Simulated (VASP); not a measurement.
An input for Quantum ESPRESSO's pw.x (written as the equivalent of a VASP run, and not itself run):

```
&CONTROL
  calculation = 'scf'
  pseudo_dir = './pseudo'
  outdir = './out'
  tprnfor = .true.
  tstress = .true.
/
&SYSTEM
  ibrav = 0
  nat = 2
  ntyp = 2
  ecutwfc = 58
  occupations = 'smearing'
  smearing = 'gaussian'
  degauss = 0.003675
  input_dft = 'vdw-df-cx'
/
&ELECTRONS
  conv_thr = 7.3e-09
  electron_maxstep = 100
/
ATOMIC_SPECIES
  Rb 85.468 Rb.upf
  Cl 35.450 Cl.upf
CELL_PARAMETERS angstrom
     0.0000000    3.2585114    3.2585114
     3.2585114    0.0000000    3.2585114
     3.2585114    3.2585114    0.0000000
ATOMIC_POSITIONS crystal
  Rb   0.0000000  1.0000000  0.0000000
  Cl   0.5000000  0.5000000  0.5000000
K_POINTS automatic
  7 7 7 0 0 0
```

Q: Write the VASP files for the same calculation (vdW-DF-cx).

A: Several could match; the one computed here: 
File POSCAR:
```
RbCl
1
    0.0000000000     3.2585113829     3.2585113829
    3.2585113829     0.0000000000     3.2585113829
    3.2585113829     3.2585113829     0.0000000000
Rb Cl
1 1
Direct
  0.0000000000   1.0000000000   0.0000000000
  0.5000000000   0.5000000000   0.5000000000
```

**KPOINTS**
```
Automatic mesh
0
Gamma
7 7 7
0 0 0
```

### INCAR
```
ISIF = 2   # forces and stress, cell fixed
PREC = Accurate
EDIFF = 1E-7
ALGO = Normal   # blocked Davidson
NELM = 100
LASPH = .TRUE.
AGGAC = 0.0
ISMEAR = 0
LWAVE = .FALSE.
ENCUT = 520   # plane-wave cut-off (eV)
LMAXMIX = 4   # l cut-off of mixed one-centre charges
LCHARG = .FALSE.
LREAL = .FALSE.   # projection in real space or not
LUSE_VDW = .TRUE.
SIGMA = 0.05
GGA = CX
SYSTEM = RbCl
```

POTCAR, in this order: Rb_sv Cl (PBE.64 set). Program: vasp_std.

The two are equivalent in intent, not identical: the potentials are each code's own (VASP's PAW set, PseudoDojo norm-conserving files in pw.x), so ENCUT and ecutwfc are chosen apart and not converted; conv_thr bounds pw.x's estimated SCF error, while EDIFF bounds the energy change between steps.

The compound is RbCl in the rock salt structure. This cell is one point of a volume scan, at 0.97 of the reference volume.
